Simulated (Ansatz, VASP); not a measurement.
# NaB in VASP and in Ansatz

```
Na B
1.0
     3.13908    0.00000    0.00000
     0.00000    3.13908    0.00000
     0.00000    0.00000    3.13908
Na B
1 1
Direct
  0.50000 0.50000 0.50000
  0.00000 0.00000 0.00000
```

Alike in both runs: functional PBE; k mesh 18 × 18 × 18; occupations gaussian, width 0.1 eV; no spin polarisation.

Ansatz relaxed the structure, and its values are those at the end. VASP's run is a single point on that final structure, the one shown.

|  | VASP | Ansatz |
| --- | --- | --- |
| version | VASP 6.6.1 | Ansatz 0.2.0 |
| potentials or method | VASP PAW PBE potentials, release 64 (Na_pv, B) | scalar-relativistic, plane waves, PAW |
| plane-wave cutoff (eV) | 520 | 420 |
| valence electrons in the cell | 10 | 12 |

|  | VASP | Ansatz | Ansatz less VASP |
| --- | --- | --- | --- |
| gap on the k mesh at the Fermi level (eV) | none | none | - |
| pressure (GPa) | 0.1 | 0.0 | -0.06 |

A gap of «none» marks a metal or a gap that the smearing closes. The two sets of potentials don't hold the same shells in valence.
